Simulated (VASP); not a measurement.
Output of a VASP run:

OSZICAR:
```
       N       E                     dE             d eps       ncg     rms          rms(c)
DAV:   1     0.834882750628E+02    0.83488E+02   -0.99722E+03  1307   0.250E+03
DAV:   2    -0.793313534866E+01   -0.91421E+02   -0.86000E+02  1385   0.351E+02
DAV:   3    -0.148198950916E+02   -0.68868E+01   -0.68473E+01  1337   0.866E+01
DAV:   4    -0.149404146046E+02   -0.12052E+00   -0.12039E+00  1473   0.121E+01
DAV:   5    -0.149423696828E+02   -0.19551E-02   -0.19550E-02  1332   0.138E+00    0.723E+00
DAV:   6    -0.131536023375E+02    0.17888E+01   -0.51890E+00  1868   0.486E+01    0.265E+00
DAV:   7    -0.131436271589E+02    0.99752E-02   -0.30554E-01  1227   0.709E+00    0.172E+00
DAV:   8    -0.131265554428E+02    0.17072E-01   -0.63073E-02  1462   0.354E+00    0.709E-01
DAV:   9    -0.131224104913E+02    0.41450E-02   -0.17812E-02  1847   0.321E+00    0.166E-01
DAV:  10    -0.131225378882E+02   -0.12740E-03   -0.15517E-03  1459   0.653E-01    0.723E-02
DAV:  11    -0.131224983279E+02    0.39560E-04   -0.19172E-04  1833   0.273E-01    0.827E-03
DAV:  12    -0.131225005124E+02   -0.21845E-05   -0.15936E-05  1347   0.555E-02    0.372E-03
DAV:  13    -0.131225004185E+02    0.93865E-07   -0.66022E-07  1420   0.804E-03
   1 F= -.13122500E+02 E0= -.13122500E+02  d E =-.189443E-10
```

File OUTCAR:
```
------------------------ aborting loop because EDIFF is reached ----------------------------------------
  FORCE on cell =-STRESS in cart. coord.  units (eV):
  Direction    XX          YY          ZZ          XY          YZ          ZX
  --------------------------------------------------------------------------------------
  Total        0.0152779      0.0152779      0.0152779      0.0000000      0.0000000     -0.0000000
  in kB        1.0778242      1.0778242      1.0778242      0.0000000      0.0000000     -0.0000000
  external PRESSURE =       1.0778242 kB  Pullay stress =       0.0000000 kB
  volume of cell :       22.71
      direct lattice vectors                 reciprocal lattice vectors
     0.000000000  2.247665733  2.247665733    -0.222453007  0.222453007  0.222453007
     2.247665733  0.000000000  2.247665733     0.222453007 -0.222453007  0.222453007
     2.247665733  2.247665733  0.000000000     0.222453007  0.222453007 -0.222453007
  FREE ENERGIE OF THE ION-ELECTRON SYSTEM (eV)
  ---------------------------------------------------
  free  energy   TOTEN  =       -13.1225004185 eV

  energy  without entropy=      -13.1225004185  energy(sigma->0) =      -13.12250042
```
(Selected blocks of OUTCAR.)

### POSCAR
```
GaN
1
    0.0000000000     2.2476657332     2.2476657332
    2.2476657332     0.0000000000     2.2476657332
    2.2476657332     2.2476657332     0.0000000000
Ga N
1 1
Direct
  0.0000000000   0.0000000000   0.0000000000
  0.2500000000   0.2500000000   0.2500000000
```

Problem. Reconstruct the remaining input files.

Solution. One answer among several that fit: the input of the run itself, PBEsol GGA, plane waves, VASP's PBE PAW potentials (set 64).

File KPOINTS:
```
Automatic mesh
0
Gamma
10 10 10
0 0 0
```

**INCAR**
```
! general
SYSTEM  = GaN
PREC    = Accurate
ENCUT   = 520
LREAL   = .FALSE.
LASPH   = .TRUE.

! electronic loop
EDIFF   = 1E-7
NELM    = 100
ALGO    = Normal
LMAXMIX = 4

! smearing
ISMEAR  = 0
SIGMA   = 0.05

! functional
GGA     = PS

! ions
ISIF    = 2

! output
LWAVE   = .FALSE.
LCHARG  = .FALSE.
```

POTCAR, in this order: Ga_d N (PBE.64 set). Program: vasp_std.

The compound is GaN in the zinc blende structure, a metastable form; wurtzite is the usual one. It was relaxed first.
